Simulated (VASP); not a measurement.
Method: PW91 GGA, VASP's PBE PAW potentials (set 64) (plane waves; VASP 6.6.1).

The input files of a VASP run:

### INCAR
```
ALGO = Normal
EDIFF = 1E-6   ! SCF stop (eV)
LWAVE = F
ENCUT = 520   ! plane-wave cut-off (eV)
LMAXMIX = 4
NSW = 60
IBRION = 2
SIGMA = 0.05   ! width (eV)
PREC = Accurate
ISMEAR = 0   ! Gaussian
LREAL = F   ! projection in real space or not
EDIFFG = -0.01
LCHARG = F
NELM = 100   ! most electronic steps
GGA = 91
LASPH = T
SYSTEM = CsBr
ISIF = 3   ! ions, shape and volume
```

**POSCAR**
```
CsBr
1
    4.3783119169    -0.0000000000     0.0000000000
    0.0000000000     4.3783119169     0.0000000000
   -0.0000000000     0.0000000000     4.3783119169
Cs Br
1 1
Direct
  0.0000000000   0.0000000000   0.0000000000
  0.5000000000   0.5000000000   0.5000000000
```

**KPOINTS**
```
Automatic mesh
0
Gamma
6 6 6
0 0 0
```

POTCAR, in this order: Cs_sv Br (PBE.64 set). Program: vasp_std.

Task: What will the output report for the number of irreducible k-points (NKPTS), largest plane-wave count, number of space-group operations, FFT grid (NGX, NGY, NGZ)?

Result: 
* **number of irreducible k-points (NKPTS)**: 20
* **largest plane-wave count**: 2301
* **number of space-group operations**: 48
* **FFT grid (NGX, NGY, NGZ)**: 36 × 36 × 36

The compound is CsBr in the CsCl type structure. It was relaxed first, which changed the volume by +6 %. The start is the result of an earlier pass.
